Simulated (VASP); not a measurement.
All values below come from vdW-DF2, VASP's PBE PAW potentials (set 64) (plane waves; VASP 6.6.1).

A VASP calculation is set up with these files.

**POSCAR**
```
Zr
1
    1.6779534449    -2.9063005610     0.0000000000
    1.6779534449     2.9063005610     0.0000000000
    0.0000000000     0.0000000000     5.3557890605
Zr
2
Direct
  0.3333330000   0.6666670000   0.2500000000
  0.6666670000   0.3333330000   0.7500000000
```

KPOINTS:
```
Automatic mesh
0
G
  13 13 7
```

**INCAR**
```
SYSTEM = Zr
PREC = Accurate; ENCUT = 520; LREAL = F
LASPH = T
EDIFF = 1E-7; NELM = 100; ALGO = Normal
LMAXMIX = 4
ISMEAR = 1; SIGMA = 0.1
GGA = ML; LUSE_VDW = T; AGGAC = 0.0
ZAB_VDW = -1.8867
IBRION = 2; NSW = 30; ISIF = 4
EDIFFG = -0.01
LWAVE = F; LCHARG = F
```

POTCAR, in this order: Zr_sv (PBE.64 set). Program: vasp_std.

Task: Predict the energy per atom (σ→0), band gap (on the k-mesh).

Result: 
| Quantity | Value |
|---|---|
| energy per atom (σ→0) | -5.113 eV/atom |
| band gap (on the k-mesh) | none (metal, semimetal or under 0.01 eV) |

OSZICAR:
```
...
       N       E                     dE             d eps       ncg     rms          rms(c)
DAV:   1    -0.102258060766E+02   -0.20344E-03   -0.12559E-02  2688   0.105E+00    0.784E-02
DAV:   2    -0.102256648106E+02    0.14127E-03   -0.39008E-04  3040   0.152E-01    0.380E-02
DAV:   3    -0.102256214416E+02    0.43369E-04   -0.18192E-04  3736   0.910E-02    0.616E-03
DAV:   4    -0.102256213218E+02    0.11980E-06   -0.33361E-06  3088   0.173E-02    0.296E-03
DAV:   5    -0.102256215625E+02   -0.24070E-06   -0.28258E-07  2832   0.469E-03    0.296E-04
DAV:   6    -0.102256215243E+02    0.38169E-07   -0.13433E-08  1728   0.133E-03
   3 F= -.10225622E+02 E0= -.10225650E+02  d E =-.110340E-03
```

The compound is Zr in the hcp structure. This cell is one point of a volume scan, at 1.06 of the reference volume. Symmetry was kept, so distortions that lower it aren't found.
